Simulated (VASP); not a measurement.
Consider the following.

```
HfC
1.0
    0.00000     2.31220     2.31220
    2.31220     0.00000     2.31220
    2.31220     2.31220     0.00000
Hf C
1 1
Direct
  0.00000   0.00000   0.00000
  0.50000   0.50000   0.50000
```

These are PBE GGA with D4 dispersion, VASP's PBE PAW potentials (set 64) (plane waves; VASP) values and carry that method's errors. Run with 520 eV cut-off, Gaussian smearing of 0.050 eV, potentials Hf_pv C.

Q: Give the energies of bands 5 to 10 at the high-symmetry points, in eV from the Fermi level.

A: 
```tsv
band	Γ	X	U	L	W
5	0.99	-2.59	-3.56	-6.23	-3.05
6	0.99	-1.85	-2.74	-3.06	-2.73
7	0.99	-0.10	-1.68	-3.06	-2.73
8	1.38	-0.10	1.57	5.39	3.70
9	1.38	5.39	5.87	5.39	3.70
10	1.38	6.85	6.26	5.87	6.87
```

It has no gap at this level: it comes out as a metal or semimetal.

The compound is HfC in the rock salt structure. It was relaxed first.
